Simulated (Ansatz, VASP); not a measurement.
**ZrOs in VASP and in Ansatz**

```xyz
2
Lattice="3.2304 0.0000 0.0000 0.0000 3.2304 0.0000 0.0000 0.0000 3.2630" Properties=species:S:1:pos:R:3 pbc="T T T"
Zr    1.6152    1.6152    1.6315
Os    0.0000    0.0000    0.0000
```

Change from the starting cell: equal xx and yy strain of -1 %, crystal datasets.

Alike in both runs: task electric field gradients; functional LDA; k mesh 13 × 13 × 13; occupations fermi-dirac, width 0.03 eV; no spin polarisation.

|  | VASP | Ansatz |
| --- | --- | --- |
| version | VASP 6.6.1 | Ansatz 0.2.0 |
| potentials or method | VASP PAW LDA potentials, release 64 (Zr_sv, Os), cutoff 520 eV | all-electron PAW with datasets made for the crystal, scalar-relativistic |

Ansatz gave:

```
pressure (GPa)                                                 : -3.2
largest component of the traceless stress (GPa)                : 1.24
Vzz of the field gradient on the site that differs most (V/Å²) : 21.8
```

**Question.** Estimate VASP's values.

**Answer.** Pressure (GPa): -2.8; largest component of the traceless stress (GPa): 1.21; Vzz of the field gradient on the site that differs most (V/Å²): 19.2.

Ansatz ran all-electron here, so the differences hold the error of VASP's frozen core and of both bases. Ansatz warned: «gradients_without_spin_orbit».

The runs have no spin-orbit coupling, so splittings on Os are missing.
